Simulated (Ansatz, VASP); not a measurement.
**SnSe2: VASP beside Ansatz**

Aim: how closely do two programs agree when they are given the same cell, functional and k mesh? The cell is taken from a series of runs on this material, whose earlier steps may have relaxed, scaled, displaced or heated it; both programs get it as it stands. Other levels of theory on this material are compared in a session of their own.

Program: Ansatz 0.2.0. Level of theory: plane waves, with VASP 6.6.1 beside it; single point at PBE, spin-orbit coupling. Results are calculated unless marked as measured.

## (1) The structure

The cell holds 3 atoms: 1 Sn and 2 Se. Cell: a = 3.829 Å, b = 3.829 Å, c = 29.600 Å, α = 90.0°, β = 90.0°, γ = 120.0°. It derives from Se2Sn1. Vacuum lies along c.

## (2) Ansatz: single point, PBE, spin-orbit coupling

Ansatz runs on its PAW fully relativistic soft_1 files.

A single point gives forces, pressure and levels at one fixed geometry, so differences don't come from the geometry; what else differs is listed under the comparison.

input.yaml reads:

```yaml
crystal:
  lattice:
    - [3.8291208145, 0.0, 0.0]
    - [-1.9145604073, 3.3161158995, 0.0]
    - [0.0, 0.0, 29.6]
  atoms:
    - { symbol: Sn, position: [0.0, 0.0, 0.5] }
    - { symbol: Se, position: [0.3333333333, 0.6666666667, 0.5539893705] }
    - { symbol: Se, position: [0.6666666667, 0.3333333333, 0.4460106295] }
  periodic: [true, true, false]
kpoints:
  mp_grid: { grid: [6, 6, 1] }
  band_path:
    path:
      - [0.0, 0.0, 0.0]
      - [0.5, 0.0, 0.0]
      - [0.3333333333, 0.3333333333, 0.0]
      - [0.1, 0.0, 0.0]
    npoints: 1
hamiltonian:
  xc: pbe
  pseudopotentials: { kind: paw_fr, azcp: { folder: soft_1 } }
scf:
  occupations: { method: fermi_dirac, width: 0.02 }
  n_extra_bands: 10
magnetization:
  noncollinear: true
  spin_orbit: true
output:
  eigenvalues: true
  forces: true
  stress: true
```

The run is started by

```bash
$ ansatz run input.yaml --threads 3 --pin off --max-ram 92160MiB --backend cuda --events-out ev --progress --plain --runs-dir out --devices 1 --max-vram 13GiB
```

Numbers of over 12 decimals in the logs are rounded to 6 here.

What it wrote:

```text
scf.n_extra_bands = 10 over 46 filled bands (N_el = 46.0): the run solves 56 bands
GPUs: using 1 of 1 available (devices: 1).
Engine: ansatz 0.2.0, x86_64-unknown-linux-gnu
Pseudopotentials: kind: paw_fr
Pseudopotential: Sn, paw, valence charge 14, recommended cutoff 420 eV (normal), soft_1/Sn.paw.azcp
Pseudopotential: Se, paw, valence charge 16, recommended cutoff 420 eV (normal), soft_1/Se.paw.azcp
Functional definition: PBE
  parameter kappa = 0.804
  parameter beta = 0.066725
  exchange = pbe_x(kappa = kappa, mu = beta*pi^2/3)
  correlation = pbe_c(beta = beta)
non-collinear run that drives no moment, with spin-orbit: no starting moment large enough to seed its density (crystal.atoms[].spin), no starting occupations that ask for one, no magnetisation constraint and no magnetic field, so the semilocal B_xc is pinned to zero
device memory: the entry about to start is reckoned to put 6.5 GiB on a device that reports 21.7 GiB free (of which the cap on the GPU budget leaves the run 13.0 GiB)
GPU FFT provider: cuFFT
GPU libraries: cuBLAS 13.8.2, cuFFT 12.4.0, cuSOLVER 12.3.4
Crystal: 3 atoms, lattice volume = 375.855 Å³
Basis set: ecut = 420 eV, 7323 PW (Γ), exchange–correlation on 54×54×400 points (8 copies of the dense FFT grid, shifted against one another)
Bands: 56, of which v1, the nominal top of the filled ones, is band 46 counted from 1 (45 counted from 0)
Symmetry: 12 space group operations + 12 with time reversal
Magnetic group: BNS 164.86 (UNI 1316), of the structure as read, at distance tolerance 7.2e-5 Å
k-points: 7 of 36
Projection manifold: j_resolved (fully-relativistic pseudo-atomic orbitals)
Non-local potential: Sn, projectors of the file, resolved by j, l = 0: 2, l = 1: 4, l = 2: 4, l = 3: 2
Non-local potential: Se, projectors of the file, resolved by j, l = 0: 2, l = 1: 4, l = 2: 6, l = 3: 2
PAW form: soft (Blöchl's): semilocal exchange-correlation on the pseudo side does not see the compensation charge
PAW one-centre angular grid: Sn, 590 points (default); XC on 96 Gauss nodes
PAW one-centre angular grid: Se, 590 points (default); XC on 96 Gauss nodes
Initial density: superposition of atomic densities (neutral atoms: chi_scale 0, normalization atom)
Initial wavefunctions: pseudopotential atomic-orbital guess
GPU buffer pool allocated for 145800 grid points (all kernels)
GPU transforms: local potential and band sums: pruned to the plane-wave sphere, on 25×25×200
Functional: x = pbe(κ = 0.804, μ = 0.219515), c = pbe(β = 0.066725)
iter 1 solved again at ethr=2.27e-3 eV; its pass at ethr=3.10e-3 eV (dr2=1.04e0 eV) is discarded
SCF iter   1: F=—  HF=-16966.212795 eV  |F-HF|=—  |Δ(HF+E_count)|=         —  Δρ=1.36e-2  dr2=1.03e0  dr2_m=0.00e0 (ungated)  ethr=2.27e-3  |M|=0.00e0 ∫|m|=0.00e0 μB  |m|>n=0.0e0 m-floor=0.0e0 τ_xc=0.0e0  β_m=0.30  ⟨swp⟩=1.4  Hψ=1534  notcnv=0
preconditioner: auto → Resta (q_TF=auto, 1.922 Å⁻¹)  ε∞=1.6  [insulator: Δε(μ)=1.023 eV  Ē_g=9.882 eV  σ=0.020 eV  W_gap=1.00  n_scr=36 (ndim 8)  ℏωp=7.7 eV  f_vac=0.763  D(μ)=0.00/eV (n_scr^D=0)  ε∞_Penn≈1.6  vacuum switching on, ρ_ref=7.1e-3 e/Å³]
spin=Noncollinear: Resta preconditioning applied to the charge; magnetization (m_x, m_y, m_z) channels mix plain (no charge-response kernel on spin).
SCF iter   2: F=—  HF=-16965.979708 eV  |F-HF|=—  |Δ(HF+E_count)|=   2.33e-1  Δρ=8.32e-3  dr2=2.77e-1  dr2_m=0.00e0 (ungated)  ethr=2.25e-3  |M|=0.00e0 ∫|m|=0.00e0 μB  |m|>n=0.0e0 m-floor=0.0e0 τ_xc=0.0e0  β_m=0.44  ⟨swp⟩=3.1  Hψ=274  notcnv=0
SCF iter   3: F=—  HF=-16965.935110 eV  |F-HF|=—  |Δ(HF+E_count)|=   4.46e-2  Δρ=3.20e-3  dr2=2.31e-2  dr2_m=0.00e0 (ungated)  ethr=6.03e-4  |M|=0.00e0 ∫|m|=0.00e0 μB  |m|>n=0.0e0 m-floor=0.0e0 τ_xc=0.0e0  β_m=0.53  ⟨swp⟩=3.1  Hψ=358  notcnv=0  defer=28
SCF iter   4: F=—  HF=-16965.936632 eV  |F-HF|=—  |Δ(HF+E_count)|=   1.52e-3  Δρ=9.81e-4  dr2=2.29e-3  dr2_m=0.00e0 (ungated)  ethr=5.01e-5  |M|=0.00e0 ∫|m|=0.00e0 μB  |m|>n=0.0e0 m-floor=0.0e0 τ_xc=0.0e0  β_m=0.60  ⟨swp⟩=3.7  Hψ=391  notcnv=0  defer=28
SCF iter   5: F=—  HF=-16965.937117 eV  |F-HF|=—  |Δ(HF+E_count)|=   4.86e-4  Δρ=1.35e-4  dr2=8.04e-5  dr2_m=0.00e0 (ungated)  ethr=4.97e-6  |M|=0.00e0 ∫|m|=0.00e0 μB  |m|>n=0.0e0 m-floor=0.0e0 τ_xc=0.0e0  β_m=0.61  ⟨swp⟩=3.7  Hψ=372  notcnv=0  defer=28
SCF iter   6: F=—  HF=-16965.937103 eV  |F-HF|=—  |Δ(HF+E_count)|=   1.43e-5  Δρ=5.41e-5  dr2=7.24e-6  dr2_m=0.00e0 (ungated)  ethr=1.75e-7  |M|=0.00e0 ∫|m|=0.00e0 μB  |m|>n=0.0e0 m-floor=0.0e0 τ_xc=0.0e0  β_m=0.72  ⟨swp⟩=3.0  Hψ=367  notcnv=0  defer=28
SCF iter   7: F=—  HF=-16965.937110 eV  |F-HF|=—  |Δ(HF+E_count)|=   7.51e-6  Δρ=1.50e-5  dr2=6.57e-7  dr2_m=0.00e0 (ungated)  ethr=1.57e-8  |M|=0.00e0 ∫|m|=0.00e0 μB  |m|>n=0.0e0 m-floor=0.0e0 τ_xc=0.0e0  β_m=0.76  ⟨swp⟩=3.1  Hψ=380  notcnv=0  defer=28
SCF iter   8: F=-16965.937111 eV  HF=-16965.937111 eV  |F-HF|=3.18e-9  |Δ(HF+E_count)|=   4.47e-7  Δρ=2.14e-6  dr2=2.24e-8  dr2_m=0.00e0 (ungated)  ethr=2.17e-10  |M|=0.00e0 ∫|m|=0.00e0 μB  |m|>n=0.0e0 m-floor=0.0e0 τ_xc=0.0e0  ⟨swp⟩=19.4  Hψ=1255  notcnv=0
SCF 1 converged in 8 iterations: F = -16965.937111 eV  dr2 = 2.24e-8
  greatest PAW one-centre occupation: 0.999 electrons in one spin orbital (limit 2), on the Se atom at site 2 (counted from 0), in its partial waves of l = 2
concurrent solve slots: 2 of 3 are kept, ahead of what memory takes: no pass of the eigensolver takes more rounds on 2
device memory: the entry about to start is reckoned to put 2.8 GiB on a device that reports 21.8 GiB free (of which the cap on the GPU budget leaves the run 13.0 GiB)
NSCF: frozen V_eff on 4 k-points
SCF converged after 8 iterations
Magnetization: |M| = 0.0000 μB,  M = (+0.0000, +0.0000, +0.0000) μB
Absolute magnetization: 0.0000 μB (∫|m|)
  site 0: m = (+0.0000, +0.0000, +0.0000) μB, |m| = 0.0000 μB  (R = 1.13 Å)
  site 1: m = (+0.0000, +0.0000, +0.0000) μB, |m| = 0.0000 μB  (R = 1.13 Å)
  site 2: m = (+0.0000, +0.0000, +0.0000) μB, |m| = 0.0000 μB  (R = 1.13 Å)
Free energy (F): -16965.937111 eV
Harris-Foulkes:  -16965.937111 eV  (|F-HF|=3.18e-9)
Internal energy: -16965.937111 eV  (E = F + TS)
E sigma→0 (E₀):  -16965.937111 eV
Fermi energy:    -5.550246 eV
--- Per-component energies (eV) ---
  E_band       = -1498.214798
  E_kinetic    = 389.351110
  E_local      = -93398.885803  (includes V_loc(G=0)·N_el)
  E_nonlocal   = -562.434153
  E_hartree    = 46519.061256
  E_xc         = -295.043817
  E_vxc        = -259.759430  (∫ρ·V_xc dr)
  E_paw        = -8635.547164  (= ΣΔE_a)
  E_vpaw       = -704.593747  (= ΣTr[D̂ρ^β])
  E_aug_tail   = -0.000467  (compensation charges beyond the density's cutoff)
  E_ewald      = 39017.561927
  E_smearing   = -0.000000  (= −TS)
  E_closure    = 0.000000  (closes the sum)
  Σ components = -16965.937111   (vs F -16965.937111, Δ=0.00e0)
--- Forces (eV/Å), atoms counted from 1 ---
  atom   1  Sn     0.00000000     0.00000000     0.00000000
  atom   2  Se    -0.00000000    -0.00000000     0.08572702
  atom   3  Se     0.00000000     0.00000000    -0.08572702
  max |Σ_I F_I| component: 1.16e-18 eV/Å
--- 2D stress c σ (N/m, compression-positive) ---
        1.010677       0.000000       0.000000
        0.000000       1.010677       0.000000
        0.000000       0.000000       0.000000
  P = ½ c Tr σ = 1.0107 N/m
--- Band table (eV; the first three rows and the last of 7) ---
  k-point 0: bands = [... 42 lower, -6.1878, -6.1878, -5.9064, -5.9064, -4.3650, -4.3650, -2.8976, -2.8976, ... 6 higher]
  k-point 1: bands = [... 42 lower, -6.9043, -6.9043, -5.9686, -5.9686, -3.7284, -3.7284, -2.1475, -2.1475, ... 6 higher]
  k-point 2: bands = [... 42 lower, -6.7518, -6.7518, -6.1680, -6.1680, -4.6658, -4.6658, -1.8191, -1.8191, ... 6 higher]
  k-point 6: bands = [... 42 lower, -6.8753, -6.8753, -6.8035, -6.8035, -4.1688, -4.1688, -0.8442, -0.8442, ... 6 higher]
  ° read free of the cell's end (the report's vacuum.weakly_bound_levels)
```

In the SCF lines HF is the Harris–Foulkes energy and dr2 the Hartree energy of the density residual, in eV; the loop may stop once dr2 is under the threshold and the program's other checks hold. Hψ counts applications of the Hamiltonian.

## (3) VASP: single point, PBE, spin-orbit coupling

The same cell, functional, mesh and smearing now go to VASP, with its own data sets.

Lines of VASP's logs that name or quote its potential files are left out, and so is its time.

INCAR reads:

```
SYSTEM = SnSe2
PREC = Accurate
ENCUT = 400
EDIFF = 1E-06
NELM = 200
ISMEAR = -1
SIGMA = 0.02
LREAL = .FALSE.
ALGO = Normal
GGA = PE
LNONCOLLINEAR = .TRUE.
MAGMOM = 0 0 0 0 0 0 0 0 0
NBANDS = 38
GGA_COMPAT = .FALSE.
LASPH = .TRUE.
LSORBIT = .TRUE.
LORBIT = 11
LWAVE = .FALSE.
LCHARG = .FALSE.
ISIF = 2
LDIPOL = .TRUE.
IDIPOL = 3
DIPOL = 0.5 0.5 0.5
LVHAR = .TRUE.
EFERMI = MIDGAP
NELMDL = -8
KPAR = 2
```

POSCAR reads:

```
SnSe2
1.0
    3.8291208145      0.0000000000      0.0000000000
   -1.9145604073      3.3161158995      0.0000000000
    0.0000000000      0.0000000000     29.6000000000
Sn Se
1 2
Direct
    0.0000000000      0.0000000000      0.5000000000
    0.3333333333      0.6666666667      0.5539893705
    0.6666666667      0.3333333333      0.4460106295
```

KPOINTS reads:

```
Automatic mesh
0
Gamma
6 6 1
0 0 0
```

The projector-augmented-wave data sets are Sn_d and Se (PBE family, release 64).

The run is started by

```bash
$ mpirun -np 2 vasp_ncl
```

What it wrote:

```text
[banner, memory and clock lines left out]
running    2 mpi-ranks, on    1 nodes
 distrk:  each k-point on    1 cores,    2 groups
 distr:  one band on    1 cores,    1 groups

 POSCAR found type information on POSCAR SnSe
 POSCAR found :  2 types and       3 ions
 LDA part: xc-table for (Slater+PW92), standard interpolation
 POSCAR, INCAR and KPOINTS ok, starting setup
 FFT: planning ... GRIDC
 FFT: planning ... GRID_SOFT
 FFT: planning ... GRID
 WAVECAR not read
 entering main loop
       N       E                     dE             d eps       ncg     rms          rms(c)
DAV:   1     0.173834355479E+03    0.17383E+03   -0.92573E+03   660   0.849E+02
DAV:   2     0.110117522952E+02   -0.16282E+03   -0.15832E+03   692   0.211E+02
DAV:   3    -0.113370908506E+02   -0.22349E+02   -0.22004E+02   650   0.931E+01
DAV:   4    -0.121883409702E+02   -0.85125E+00   -0.84464E+00   674   0.219E+01
DAV:   5    -0.122113608199E+02   -0.23020E-01   -0.22990E-01   686   0.363E+00
DAV:   6    -0.122120964303E+02   -0.73561E-03   -0.73557E-03   702   0.619E-01
DAV:   7    -0.122121419130E+02   -0.45483E-04   -0.45482E-04   792   0.136E-01
DAV:   8    -0.122121430099E+02   -0.10969E-05   -0.10967E-05   718   0.208E-02    0.487E+00
DAV:   9    -0.119539030364E+02    0.25824E+00   -0.36446E-01   754   0.780E+00    0.314E+00
DAV:  10    -0.119361560010E+02    0.17747E-01   -0.19213E-01   622   0.283E+00    0.102E+00
DAV:  11    -0.119351123741E+02    0.10436E-02   -0.10267E-02   720   0.954E-01    0.412E-01
DAV:  12    -0.119343882879E+02    0.72409E-03   -0.37961E-03   672   0.595E-01    0.165E-01
DAV:  13    -0.119344242536E+02   -0.35966E-04   -0.56293E-04   648   0.229E-01    0.538E-02
DAV:  14    -0.119344278977E+02   -0.36441E-05   -0.63438E-05   660   0.622E-02    0.222E-02
[...]
DAV:  19    -0.119346468980E+02   -0.31476E-04   -0.15605E-06   532   0.591E-03    0.205E-03
DAV:  20    -0.119346679453E+02   -0.21047E-04   -0.61725E-07   470   0.285E-03    0.113E-03
DAV:  21    -0.119346760634E+02   -0.81181E-05   -0.97700E-08   492   0.201E-03    0.797E-04
DAV:  22    -0.119346824533E+02   -0.63899E-05   -0.10880E-07   458   0.128E-03    0.528E-04
DAV:  23    -0.119346862200E+02   -0.37667E-05   -0.16938E-07   468   0.126E-03    0.281E-04
DAV:  24    -0.119346878718E+02   -0.16518E-05   -0.21729E-08   476   0.623E-04    0.213E-04
DAV:  25    -0.119346891613E+02   -0.12894E-05   -0.19608E-08   436   0.419E-04    0.145E-04
DAV:  26    -0.119346895309E+02   -0.36962E-06   -0.37881E-09   452   0.244E-04
   1 F= -.11934690E+02 E0= -.11934690E+02  d E =-.108753E-08  mag=     0.0000     0.0000     0.0000
```

From OUTCAR (step 3):

```text
ion  position               nearest neighbor table
   1  0.000  0.000  0.500-   2 2.73   3 2.73   3 2.73   2 2.73   3 2.73   2 2.73
   2  0.333  0.667  0.554-   1 2.73   1 2.73   1 2.73
   3  0.667  0.333  0.446-   1 2.73   1 2.73   1 2.73

  LATTYP: Found a hexagonal cell.
 ALAT       =     3.8291208145
 C/A-ratio  =     7.7302340234

 Subroutine GETGRP returns: Found 12 space group operations
 (whereof 12 operations were pure point group operations)

The static configuration has the point symmetry D_3d.

 Found      7 irreducible k-points:

   k-points           NKPTS =      7   k-points in BZ     NKDIM =      7   number of bands    NBANDS=     38

   dimension x,y,z NGX =    28 NGY =   28 NGZ =  196
   dimension x,y,z NGXF=    56 NGYF=   56 NGZF=  392

   ENCUT  =  400.0 eV  29.40 Ry    5.42 a.u.   6.24  6.24 48.27*2*pi/ulx,y,z

   NELECT =      26.0000    total number of electrons

 k-points in reciprocal lattice and weights: Automatic mesh
   0.00000000  0.00000000  0.00000000       0.028
   0.16666667  0.00000000  0.00000000       0.167
   0.33333333  0.00000000  0.00000000       0.167
   0.50000000  0.00000000  0.00000000       0.083
   0.16666667  0.16666667  0.00000000       0.167
   0.33333333  0.16666667  0.00000000       0.333
   0.33333333  0.33333333  0.00000000       0.056

 dipolmoment           0.000000      0.000000      0.000000 electrons x Angstroem

 average (electrostatic) potential at core
       1-110.6554       2 -61.3044       3 -61.3044

 E-fermi :  -3.4885

 k-point     1 :       0.0000    0.0000    0.0000
  band No.  band energies     occupation
    ...
     22      -4.1985      1.00000
     23      -4.1209      1.00000
     24      -4.1209      1.00000
     25      -3.8439      1.00000
     26      -3.8439      1.00000
     27      -2.3065      0.00000
     28      -2.3065      0.00000
     29      -0.8345      0.00000
     30      -0.8345      0.00000
     31       0.5224      0.00000
    ...

 k-point     2 :       0.1667    0.0000    0.0000
  band No.  band energies     occupation
    ...
     22      -4.9504      1.00000
     23      -4.8404      1.00000
     24      -4.8404      1.00000
     25      -3.9037      1.00000
     26      -3.9037      1.00000
     27      -1.6659      0.00000
     28      -1.6659      0.00000
     29      -0.0830      0.00000
     30      -0.0830      0.00000
     31       0.9905      0.00000
    ...

 k-point     3 :       0.3333    0.0000    0.0000
  band No.  band energies     occupation
    ...
     22      -5.7620      1.00000
     23      -4.6845      1.00000
     24      -4.6845      1.00000
     25      -4.1034      1.00000
     26      -4.1034      1.00000
     27      -2.6043      0.00000
     28      -2.6043      0.00000
     29       0.2433      0.00000
     30       0.2433      0.00000
     31       1.4476      0.00000
    ...

  Total        0.8228346      0.8228346      0.3036593     -0.0000000      0.0000000      0.0000000
  in kB        3.5075403      3.5075403      1.2944244     -0.0000000      0.0000000      0.0000000
  external PRESSURE =       2.7698350 kB  Pullay stress =       0.0000000 kB

  energy-cutoff  :      400.00
  volume of cell :      375.86
      direct lattice vectors                 reciprocal lattice vectors
     3.829120814  0.000000000  0.000000000     0.261156555  0.150778807  0.000000000
    -1.914560407  3.316115900  0.000000000     0.000000000  0.301557614  0.000000000
     0.000000000  0.000000000 29.600000000     0.000000000  0.000000000  0.033783784

 POSITION                                       TOTAL-FORCE (eV/Angst)
 -----------------------------------------------------------------------------------
      0.00000      0.00000     14.80000         0.000000      0.000000      0.000000
     -0.00000      2.21074     16.39809         0.000000      0.000000      0.103764
      1.91456      1.10537     13.20191        -0.000000     -0.000000     -0.103764
 -----------------------------------------------------------------------------------
    total drift:                               -0.000000      0.000000      0.000000

  FREE ENERGIE OF THE ION-ELECTRON SYSTEM (eV)
  ---------------------------------------------------
  free  energy   TOTEN  =       -11.9346895309 eV

  energy  without entropy=      -11.9346895298  energy(sigma->0) =      -11.93468953

 vacuum level on the upper side and lower side of the slab         2.065         2.065

 Spin-Orbit-Coupling matrix elements
 Ion:    1  E_soc:     -0.0897381
 Ion:    2  E_soc:     -0.0464666
 Ion:    3  E_soc:     -0.0464666

 total charge
# of ion       s       p       d       tot
------------------------------------------
    1        1.057   1.006  10.093  12.156
    2        1.483   2.308   0.025   3.815
    3        1.483   2.308   0.025   3.815
--------------------------------------------------
tot          4.022   5.621  10.143  19.786

 magnetization (x)
# of ion       s       p       d       tot
------------------------------------------
    1        0.000   0.000   0.000   0.000
    2        0.000   0.000   0.000   0.000
    3        0.000  -0.000   0.000  -0.000
--------------------------------------------------
tot          0.000  -0.000   0.000  -0.000

 magnetization (y)
# of ion       s       p       d       tot
------------------------------------------
    1        0.000   0.000   0.000   0.000
    2       -0.000   0.000   0.000   0.000
    3       -0.000  -0.000   0.000  -0.000
--------------------------------------------------
tot         -0.000   0.000   0.000   0.000

 magnetization (z)
# of ion       s       p       d       tot
------------------------------------------
    1        0.000   0.000   0.000   0.000
    2        0.000   0.000   0.000   0.000
    3        0.000   0.000   0.000   0.000
--------------------------------------------------
tot          0.000   0.000   0.000   0.000

[... 3 further parts left out ...]
```

## (4) Side by side

Known differences besides the potentials themselves: spin-orbit coupling enters by fully relativistic files in Ansatz and inside the spheres in VASP; Ansatz cuts the interaction across the vacuum, VASP repeats the sheet with a dipole correction; the data sets hold 46 valence electrons in Ansatz (on its PAW fully relativistic soft_1 files) and 26 in VASP; the cutoff is 420 eV in Ansatz and 400 eV in VASP. Total energies have different zeros and are not compared.

The two programs side by side:

```
              quantity  Ansatz   VASP  difference
gap on the k mesh (eV)   0.730  0.727      +0.002
```

Forces (eV/Å; atoms numbered as in POSCAR):

```
atom        Ansatz x, y, z          VASP x, y, z
 Sn1   0.000, 0.000, 0.000   0.000, 0.000, 0.000
 Se2   0.000, 0.000, 0.086   0.000, 0.000, 0.104
 Se3  0.000, 0.000, -0.086  0.000, 0.000, -0.104
```

The forces differ by 8.5 meV/Å r.m.s., which is 17.4 % of the r.m.s. force of 0.049 eV/Å (both taken over all components). A gap on the mesh is an upper bound, since the band edges may lie between its points. With vacuum in the cell, a pressure given here is an average over mostly empty space and none of the material.

## (5) What came out

| Item | Value |
| --- | --- |
| r.m.s. force difference (single point, PBE, spin-orbit coupling) | 8.5 meV/Å |

What this shows: The r.m.s. force difference is 8.5 meV/Å (single point, PBE, spin-orbit coupling), within the 12 meV/Å picked in this series as the mark of a large difference. The data sets hold unlike numbers of valence electrons (46 in Ansatz and 26 in VASP), so part of the differences comes from the potentials. 5 further runs of this series are not shown here. How closely two codes agree says nothing of how well the functional describes the real material.

[Lines on the potential files, build, host, timing and source positions are cut from VASP's logs without a mark.]

[Logs are printed without paths, hosts, clocks, repeated set-up lines and the standing remarks that a program may print on its own settings, such as how far it seeks lower states.]

[Hosts, paths, dates, database ids (printed as entryN), source tags and the programs' standing remarks are cut or masked in the printed files.]
